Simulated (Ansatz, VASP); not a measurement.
## Two plane-wave programs on LuBeSi4

```
Lu Be Si
1.0
     3.64572    0.00000    0.00000
     0.00000    3.64572    0.00000
     0.00000    0.00000    7.41239
Lu Be Si
1 1 4
Direct
  0.00000 0.00000 0.50000
  0.50000 0.50000 0.00000
  0.00000 0.50000 0.80068
  0.50000 0.00000 0.80068
  0.00000 0.50000 0.19932
  0.50000 0.00000 0.19932
```

Alike in both runs: functional PBE; k mesh 6 × 6 × 4; occupations gaussian, width 0.1 eV; no spin polarisation.

Ansatz relaxed the structure, and its values are those at the end. VASP's run is a single point on that final structure, the one shown.

|  | VASP | Ansatz |
| --- | --- | --- |
| version | VASP 6.6.1 | Ansatz 0.2.0 |
| potentials or method | VASP PAW PBE potentials, release 64 (Lu, Be, Si) | scalar-relativistic, plane waves, PAW |
| plane-wave cutoff (eV) | 520 | 420 |
| valence electrons in the cell | 43 | 43 |

```tsv
	VASP	Ansatz	Ansatz less VASP
gap on the k mesh at the Fermi level (eV)	none	none	-
pressure (GPa)	0.0	-0.1	-0.10
rms of the force components (eV/Å)	0.011	0.002	-0.0085
```

A gap of «none» marks a metal or a gap that the smearing closes.

Spin-orbit coupling is left out, which matters for the levels of Lu.
